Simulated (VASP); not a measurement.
These are LDA (Ceperley-Alder, Perdew-Zunger), VASP's LDA PAW potentials (set 64) (plane waves; VASP) values and carry that method's errors.

A VASP calculation is set up with these files.

### INCAR
```
! general
SYSTEM  = ZnSe
PREC    = Accurate
ENCUT   = 500   ! plane-wave cut-off (eV)
LREAL   = F
LASPH   = T

! electronic loop
EDIFF   = 1E-6
NELM    = 100
ALGO    = Normal   ! blocked Davidson
LMAXMIX = 4   ! l cut-off of mixed one-centre charges

! smearing
ISMEAR  = 0   ! Gaussian
SIGMA   = 0.05   ! width (eV)

! ions
IBRION  = 2   ! conjugate gradients
NSW     = 40   ! most ionic steps
ISIF    = 3   ! ions, shape and volume
EDIFFG  = -0.02   ! ionic stop
PSTRESS = 100

! output
LWAVE   = F
LCHARG  = F
```

POSCAR:
```
ZnSe
1
    0.0000000000     2.6893194760     2.6893194760
    2.6893194760    -0.0000000000     2.6893194760
    2.6893194760     2.6893194760     0.0000000000
Zn Se
1 1
Direct
  0.0000000000   0.0000000000   0.0000000000
  0.2500000000   0.2500000000   0.2500000000
```

KPOINTS:
```
Automatic mesh
0
Gamma
9 9 9
0 0 0
```

POTCAR, in this order: Zn Se (LDA.64 set). Program: vasp_std.

Output of the run:

**OUTCAR**
```
 ion  position               nearest neighbor table
   1  0.000  0.000  0.000-   2 2.33   2 2.33   2 2.33   2 2.33
   2  0.250  0.250  0.250-   1 2.33   1 2.33   1 2.33   1 2.33
  LATTYP: Found a face centered cubic cell.
 ALAT       =     5.3786389520
 Subroutine PRICEL returns:
 Original cell was already a primitive cell.
 Subroutine GETGRP returns: Found 24 space group operations
The static configuration has the point symmetry T_d .
The dynamic configuration has the point symmetry T_d .
 Subroutine INISYM returns: Found 24 space group operations
 Subroutine IBZKPT returns following result:
 Found     35 irreducible k-points:

 Following reciprocal coordinates:
            Coordinates               Weight
  0.000000  0.000000  0.000000      1.000000
  0.111111  0.000000  0.000000      8.000000
  0.222222  0.000000  0.000000      8.000000
  0.333333  0.000000  0.000000      8.000000
  0.444444  0.000000  0.000000      8.000000
  0.111111  0.111111  0.000000      6.000000
  0.222222  0.111111  0.000000     24.000000
  0.333333  0.111111  0.000000     24.000000
  0.444444  0.111111  0.000000     24.000000
...
```

### OSZICAR
```
       N       E                     dE             d eps       ncg     rms          rms(c)
DAV:   1     0.871881917203E+02    0.87188E+02   -0.92328E+03   910   0.162E+03
DAV:   2    -0.183779532079E+01   -0.89026E+02   -0.84906E+02   940   0.280E+02
DAV:   3    -0.752624926744E+01   -0.56885E+01   -0.56610E+01  1170   0.717E+01
DAV:   4    -0.758317565000E+01   -0.56926E-01   -0.56913E-01   950   0.736E+00
DAV:   5    -0.758348903716E+01   -0.31339E-03   -0.31338E-03  1120   0.549E-01    0.683E+00
DAV:   6    -0.728257915357E+01    0.30091E+00   -0.76195E-01  1152   0.340E+01    0.495E+00
DAV:   7    -0.725240714053E+01    0.30172E-01   -0.26437E-01   965   0.557E+00    0.197E+00
DAV:   8    -0.724778075153E+01    0.46264E-02   -0.40272E-03  1295   0.998E-01    0.519E-01
DAV:   9    -0.724703630223E+01    0.74445E-03   -0.12162E-03  1040   0.416E-01    0.632E-02
DAV:  10    -0.724704769471E+01   -0.11392E-04   -0.17560E-04  1235   0.183E-01    0.250E-02
DAV:  11    -0.724704100270E+01    0.66920E-05   -0.17561E-05  1372   0.800E-02    0.493E-03
DAV:  12    -0.724704102243E+01   -0.19728E-07   -0.41126E-06   970   0.199E-02
   1 F= -.48190526E+01 E0= -.48190526E+01  d E =-.481905E+01
```

OUTCAR:
```
------------------------ aborting loop because EDIFF is reached ----------------------------------------
  FORCE on cell =-STRESS in cart. coord.  units (eV):
  Direction    XX          YY          ZZ          XY          YZ          ZX
  --------------------------------------------------------------------------------------
  Total        2.4137211      2.4137211      2.4137211     -0.0000000     -0.0000000     -0.0000000
  in kB       99.4123839     99.4123839     99.4123839     -0.0000000     -0.0000000     -0.0000000
  external PRESSURE =      -0.5876161 kB  Pullay stress =     100.0000000 kB
  volume of cell :       38.90
      direct lattice vectors                 reciprocal lattice vectors
     0.000000000  2.689319476  2.689319476    -0.185920641  0.185920641  0.185920641
     2.689319476  0.000000000  2.689319476     0.185920641 -0.185920641  0.185920641
     2.689319476  2.689319476  0.000000000     0.185920641  0.185920641 -0.185920641
  FREE ENERGIE OF THE ION-ELECTRON SYSTEM (eV)
  ---------------------------------------------------
  free  energy   TOTEN  =        -7.2470410224 eV

  energy  without entropy=       -7.2470410224  energy(sigma->0) =       -7.24704102
  enthalpy is  TOTEN    =        -4.8190526402 eV   P V=        2.4279883823

 reached required accuracy - stopping structural energy minimisation
```
(Selected blocks of OUTCAR.)

The compound is ZnSe in the zinc blende structure. It was relaxed first under an external pressure of 10 GPa.
